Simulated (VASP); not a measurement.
An input for Quantum ESPRESSO's pw.x (written as the equivalent of a VASP run, and not itself run):

```
&CONTROL
  calculation = 'scf'
  pseudo_dir = './pseudo'
  outdir = './out'
  tprnfor = .true.
  tstress = .true.
/
&SYSTEM
  ibrav = 0
  nat = 8
  ntyp = 2
  ecutwfc = 78
  occupations = 'smearing'
  smearing = 'fermi-dirac'
  degauss = 0.003675
  input_dft = 'pz'
/
&ELECTRONS
  conv_thr = 7.3e-06
  electron_maxstep = 100
/
ATOMIC_SPECIES
  Ge 72.630 Ge.upf
  S 32.060 S.upf
CELL_PARAMETERS angstrom
    10.8594490    0.0000000    0.0000000
     0.0000000    3.6294430    0.0000000
     0.0000000    0.0000000    4.5561490
ATOMIC_POSITIONS crystal
  Ge   0.8722500  0.2500000  0.3668900
  Ge   0.1277500  0.7500000  0.6331100
  Ge   0.6277500  0.7500000  0.8668900
  Ge   0.3722500  0.2500000  0.1331100
  S    0.6548300  0.2500000  0.5147900
  S    0.3451700  0.7500000  0.4852100
  S    0.8451700  0.7500000  0.0147900
  S    0.1548300  0.2500000  0.9852100
K_POINTS automatic
  6 6 6 1 1 1
```

Q: Write the VASP files for the same calculation (LDA).

A: Several could match; the one computed here: 
INCAR:
```
ALGO = Normal
EDIFF = 1E-04
ENCUT = 180
ISIF = 2
ISMEAR = -1
LASPH = T
LCHARG = F
LMAXMIX = 4
LREAL = F
LWAVE = F
NELM = 100
PREC = Accurate
SIGMA = 0.05
SYSTEM = GeS
```

POSCAR:
```
GeS
1.0
 10.8594490000   0.0000000000   0.0000000000
  0.0000000000   3.6294430000   0.0000000000
  0.0000000000   0.0000000000   4.5561490000
Ge S
4 4
Cartesian
  9.4721543902   0.9073607500   1.6716055066
  1.3872946098   2.7220822500   2.8845434934
  6.8170191098   2.7220822500   3.9496800066
  4.0424298903   0.9073607500   0.6064689934
  7.1110929887   0.9073607500   2.3454599437
  3.7483560113   2.7220822500   2.2106890563
  9.1780805113   2.7220822500   0.0673854437
  1.6813684887   0.9073607500   4.4887635563
```

**KPOINTS**
```
Regular mesh
0
Gamma
6 6 6
0.5 0.5 0.5
```

POTCAR, in this order: Ge_d S (LDA.64 set). Program: vasp_std.

Limits of the translation: the potentials are each code's own (VASP's PAW set, PseudoDojo norm-conserving files in pw.x), so ENCUT and ecutwfc are chosen apart and not converted; conv_thr bounds pw.x's estimated SCF error, while EDIFF bounds the energy change between steps.

The structure comes from a computed database's GeS entry, a phase known from measurement. The cell was not relaxed at this level. The run is one of a series of settings (EDIFF = 1E-04, ENCUT = 180, KPOINTS 6×6×6 Γ-centred mesh shifted by (0.5, 0.5, 0.5) against the base run), some of them coarse on purpose.
